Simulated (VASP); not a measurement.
All values below come from PBE GGA, VASP's PBE PAW potentials (set 64) (plane waves; VASP).

The input files of a VASP run:

### KPOINTS
```
Automatic mesh
0
Gamma
4 4 6
0 0 0
```

File POSCAR:
```
MnO2
4.4311290
  1.0000000582   0.0000000000   0.0000000000
  0.0000000000   1.0000000582   0.0000000000
  0.0000000000   0.0000000000   0.6488095934
Mn O
2 4
Cart
  1.0000000582   0.0000000000   0.6488095934
  0.5000000291   0.5000000291   0.3244047967
  0.3042553823   0.3042553823   0.0000000000
  0.8042554114   0.1957446468   0.3244047967
  0.1957446468   0.8042554114   0.3244047967
  0.6957446759   0.6957446759   0.0000000000
```

### INCAR
```
ALGO=Normal
EDIFF=1E-6
ENCUT=520
GGA=PE
ISMEAR=0
ISPIN=2
LASPH=.TRUE.
LCHARG=.FALSE.
LMAXMIX=4
LORBIT=10
LREAL=.FALSE.
LWAVE=.TRUE.
MAGMOM=2.5 -2.5 -0.0 0.0 0.0 -0.0
NELM=100
PREC=Accurate
SIGMA=0.05
SYSTEM=MnO2
```

POTCAR, in this order: Mn_pv O (PBE.64 set). Program: vasp_std.

The run wrote:

OUTCAR:
```
 ion  position               nearest neighbor table
   1  0.000  0.000  0.000-   4 1.89   5 1.89   4 1.89   5 1.89   3 1.91   6 1.91
   2  0.500  0.500  0.500-   3 1.89   6 1.89   3 1.89   6 1.89   5 1.91   4 1.91
   3  0.304  0.304  0.000-   2 1.89   2 1.89   1 1.91
   4  0.804  0.196  0.500-   1 1.89   1 1.89   2 1.91
   5  0.196  0.804  0.500-   1 1.89   1 1.89   2 1.91
   6  0.696  0.696  0.000-   2 1.89   2 1.89   1 1.91
  LATTYP: Found a simple tetragonal cell.
 ALAT       =     4.4311292579
 C/A-ratio  =     0.6488095557
 Subroutine PRICEL returns:
 Original cell was already a primitive cell.
 Subroutine GETGRP returns: Found 16 space group operations
The static configuration has the point symmetry D_2h.
 The point group associated with its full space group is D_4h.
The dynamic configuration has the point symmetry D_2h.
The overall configuration has the point symmetry D_2h.
 Subroutine INISYM returns: Found 16 space group operations
 Subroutine IBZKPT returns following result:
 Found     24 irreducible k-points:

 Following reciprocal coordinates:
            Coordinates               Weight
  0.000000  0.000000  0.000000      1.000000
  0.250000  0.000000  0.000000      4.000000
...
```

**OSZICAR**
```
       N       E                     dE             d eps       ncg     rms          rms(c)
DAV:   1     0.651027849892E+03    0.65103E+03   -0.28558E+04  2928   0.201E+03
DAV:   2     0.202288762479E+02   -0.63080E+03   -0.59550E+03  3108   0.570E+02
DAV:   3    -0.610899904851E+02   -0.81319E+02   -0.79302E+02  3550   0.193E+02
DAV:   4    -0.641066064152E+02   -0.30166E+01   -0.28420E+01  3398   0.337E+01
DAV:   5    -0.641569673950E+02   -0.50361E-01   -0.50316E-01  2978   0.514E+00    0.432E+01
DAV:   6    -0.603495972734E+02    0.38074E+01   -0.17982E+02  3628   0.121E+02    0.574E+01
DAV:   7    -0.503855071968E+02    0.99641E+01   -0.13761E+02  3748   0.123E+02    0.198E+01
DAV:   8    -0.483073103400E+02    0.20782E+01   -0.92463E+00  3156   0.292E+01    0.805E+00
DAV:   9    -0.479106053975E+02    0.39670E+00   -0.19980E+00  3886   0.144E+01    0.312E+00
DAV:  10    -0.479262939501E+02   -0.15689E-01   -0.20127E-01  3060   0.364E+00    0.172E+00
DAV:  11    -0.479205749291E+02    0.57190E-02   -0.28488E-02  3142   0.209E+00    0.439E-01
DAV:  12    -0.479208291144E+02   -0.25419E-03   -0.38683E-03  3204   0.764E-01    0.241E-01
DAV:  13    -0.479207178828E+02    0.11123E-03   -0.43470E-04  3758   0.238E-01    0.893E-02
DAV:  14    -0.479207003792E+02    0.17504E-04   -0.76415E-05  3294   0.108E-01    0.304E-02
DAV:  15    -0.479206981972E+02    0.21820E-05   -0.55665E-05  3400   0.946E-02    0.182E-02
DAV:  16    -0.479206974647E+02    0.73251E-06   -0.10511E-05  2914   0.438E-02    0.628E-03
DAV:  17    -0.479206975510E+02   -0.86286E-07   -0.10075E-06  1534   0.978E-03
   1 F= -.47920698E+02 E0= -.47919731E+02  d E =-.193256E-02  mag=     0.0000
```

### OUTCAR
```
------------------------ aborting loop because EDIFF is reached ----------------------------------------
  FORCE on cell =-STRESS in cart. coord.  units (eV):
  Direction    XX          YY          ZZ          XY          YZ          ZX
  --------------------------------------------------------------------------------------
  Total       -0.0557409     -0.0557409     -0.0109135     -0.0000000      0.0000000      0.0000000
  in kB       -1.5820650     -1.5820650     -0.3097508     -0.0000000      0.0000000      0.0000000
  external PRESSURE =      -1.1579602 kB  Pullay stress =       0.0000000 kB
  volume of cell :       56.45
      direct lattice vectors                 reciprocal lattice vectors
     4.431129258  0.000000000  0.000000000     0.225676107  0.000000000  0.000000000
     0.000000000  4.431129258  0.000000000     0.000000000  0.225676107  0.000000000
     0.000000000  0.000000000  2.874959005     0.000000000  0.000000000  0.347831047
 POSITION                                       TOTAL-FORCE (eV/Angst)
 -----------------------------------------------------------------------------------
      0.00000      0.00000      0.00000         0.000000      0.000000     -0.000000
      2.21556      2.21556      1.43748         0.000000      0.000000     -0.000000
      1.34819      1.34819      0.00000         0.002667      0.002667      0.000000
      3.56376      0.86737      1.43748         0.002667     -0.002667     -0.000000
      0.86737      3.56376      1.43748        -0.002667      0.002667     -0.000000
      3.08293      3.08293      0.00000        -0.002667     -0.002667     -0.000000
 -----------------------------------------------------------------------------------
    total drift:                               -0.000000      0.000000     -0.000000
  FREE ENERGIE OF THE ION-ELECTRON SYSTEM (eV)
  ---------------------------------------------------
  free  energy   TOTEN  =       -47.9206975510 eV

  energy  without entropy=      -47.9187649873  energy(sigma->0) =      -47.91973127

 total charge

# of ion       s       p       d       tot
------------------------------------------
    1        0.346   6.452   4.898  11.696
    2        0.346   6.452   4.898  11.696
    3        1.569   3.450   0.000   5.019
    4        1.569   3.450   0.000   5.019
    5        1.569   3.450   0.000   5.019
    6        1.569   3.450   0.000   5.019
--------------------------------------------------
tot          6.968  26.706   9.796  43.469

 magnetization (x)

# of ion       s       p       d       tot
------------------------------------------
    1        0.013   0.021   2.492   2.526
    2       -0.013  -0.021  -2.492  -2.526
    3       -0.001  -0.048   0.000  -0.049
    4        0.001   0.048   0.000   0.049
    5        0.001   0.048   0.000   0.049
    6       -0.001  -0.048   0.000  -0.049
--------------------------------------------------
tot          0.000   0.000   0.000   0.000
```
(Selected blocks of OUTCAR.)

The compound is MnO2 in the rutile structure. It was relaxed first. The k-mesh is coarse (spacing up to 0.36 per Å, 2π included), so the numbers may not be converged in it.
